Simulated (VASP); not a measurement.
Here is the system:

```
Li
1.0
   -1.71410     1.71410     1.71410
    1.71410    -1.71410     1.71410
    1.71410     1.71410    -1.71410
Li
1
Direct
  0.00000   0.00000   0.00000
```

Method: PBE GGA, VASP's PBE PAW potentials (set 64) (plane waves; VASP 6.6.1). Run with 620 eV cut-off, 15×15×15 Γ-centred mesh, first-order Methfessel-Paxton smearing of 0.10 eV, potentials Li_sv.

What does the run give for the energy per atom (σ→0), band gap (on the k-mesh) with the smallest direct gap where there is one?

- band gap (on the k-mesh): none (metal, semimetal or under 0.01 eV)
- energy per atom (σ→0): -1.903 eV/atom

The absolute energy has meaning only against runs of the same code, potentials and settings.

The compound is Li in the bcc structure. It was relaxed first, which changed the volume by -5 %.
